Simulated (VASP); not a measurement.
Computed with PBEsol GGA, VASP's PBE PAW potentials (set 64) (plane waves; VASP 6.6.1).

VASP input:

**POSCAR**
```
TaN
1
    5.2762100000     0.0000000000     0.0000000000
   -2.6381050000     4.5693320000     0.0000000000
    0.0000000000     0.0000000000     2.9526420000
Ta N
3 3
Direct
 -0.0089860000   0.0027550000  -0.0036480000
  0.3377840000   0.6683690000   0.5079720000
  0.6612030000   0.3200120000   0.4873180000
  0.3953880000  -0.0043230000  -0.0080030000
  0.6025410000   0.6195260000   0.0023250000
  0.0120710000   0.3936610000   0.0140360000
```

File KPOINTS:
```
Automatic mesh
0
Gamma
7 7 11
0 0 0
```

**INCAR**
```
SYSTEM = TaN
PREC = Accurate
ENCUT = 400
EDIFF = 1E-6
NELM = 100
ALGO = Normal
LREAL = .FALSE.
LASPH = .TRUE.
ISMEAR = -1
SIGMA = 0.136
GGA = PS
LMAXMIX = 6
LWAVE = .FALSE.
LCHARG = .FALSE.
ISIF = 2
```

POTCAR, in this order: Ta_pv N (PBE.64 set). Program: vasp_std.

The run wrote:

### OSZICAR
```
       N       E                     dE             d eps       ncg     rms          rms(c)
DAV:   1     0.391137686410E+03    0.39114E+03   -0.23165E+04 15184   0.147E+03
DAV:   2    -0.570587104155E+02   -0.44820E+03   -0.43751E+03 18160   0.441E+02
DAV:   3    -0.797919140506E+02   -0.22733E+02   -0.22439E+02 18392   0.963E+01
DAV:   4    -0.802732077009E+02   -0.48129E+00   -0.47703E+00 18492   0.131E+01
DAV:   5    -0.802857673786E+02   -0.12560E-01   -0.12519E-01 18652   0.164E+00    0.412E+01
DAV:   6    -0.714229940461E+02    0.88628E+01   -0.60871E+01 18400   0.415E+01    0.179E+01
DAV:   7    -0.711201515423E+02    0.30284E+00   -0.31286E+00 17436   0.104E+01    0.984E+00
DAV:   8    -0.710469547719E+02    0.73197E-01   -0.37725E-01 17664   0.455E+00    0.999E-01
DAV:   9    -0.710354338089E+02    0.11521E-01   -0.50929E-02 19068   0.159E+00    0.388E-01
DAV:  10    -0.710350043772E+02    0.42943E-03   -0.11364E-02 18780   0.542E-01    0.156E-01
DAV:  11    -0.710347162201E+02    0.28816E-03   -0.23241E-03 19516   0.307E-01    0.350E-02
DAV:  12    -0.710347214423E+02   -0.52222E-05   -0.87778E-05 18892   0.757E-02    0.202E-02
DAV:  13    -0.710347167452E+02    0.46972E-05   -0.29071E-05 19176   0.321E-02    0.893E-03
DAV:  14    -0.710347164938E+02    0.25141E-06   -0.10039E-06 10820   0.780E-03
   1 F= -.71034716E+02 E0= -.71011667E+02  d E =-.460993E-01
```

### OUTCAR
```
------------------------ aborting loop because EDIFF is reached ----------------------------------------
  FORCE on cell =-STRESS in cart. coord.  units (eV):
  Direction    XX          YY          ZZ          XY          YZ          ZX
  --------------------------------------------------------------------------------------
  Total       -8.0747042     -6.2259680     -8.1816916     -0.1072698      0.2209157     -0.0052027
  in kB     -181.7404608   -140.1302472   -184.1484658     -2.4143614      4.9722353     -0.1170992
  external PRESSURE =    -168.6730579 kB  Pullay stress =       0.0000000 kB
  volume of cell :       71.18
      direct lattice vectors                 reciprocal lattice vectors
     5.276210000  0.000000000  0.000000000     0.189529985  0.109425185  0.000000000
    -2.638105000  4.569332000  0.000000000     0.000000000  0.218850370  0.000000000
     0.000000000  0.000000000  2.952642000     0.000000000  0.000000000  0.338679732
 POSITION                                       TOTAL-FORCE (eV/Angst)
 -----------------------------------------------------------------------------------
      5.22153      0.01259      2.94187         1.574691     -0.379139      0.177218
      0.01899      3.05400      1.49986        -0.553400     -0.270074     -0.378053
      2.64442      1.46224      1.43888        -0.018750      1.409026      0.634903
     -0.54055      4.54958      2.92901        -0.990233      0.383731      0.243895
      1.54476      2.83082      0.00686         1.185015     -1.101785     -0.085938
     -0.97483      1.79877      0.04144        -1.197322     -0.041759     -0.592025
 -----------------------------------------------------------------------------------
    total drift:                                0.000092     -0.000118     -0.000031
  FREE ENERGIE OF THE ION-ELECTRON SYSTEM (eV)
  ---------------------------------------------------
  free  energy   TOTEN  =       -71.0347164938 eV

  energy  without entropy=      -70.9886171815  energy(sigma->0) =      -71.01166684
```
(Selected blocks of OUTCAR.)

At this cut-off the stress carries a Pulay error, which pulls relaxed volumes low.

The structure comes from a computed database's TaN entry; how it stands against other phases isn't given here. The cell was not relaxed at this level, atoms are displaced from their ideal sites.
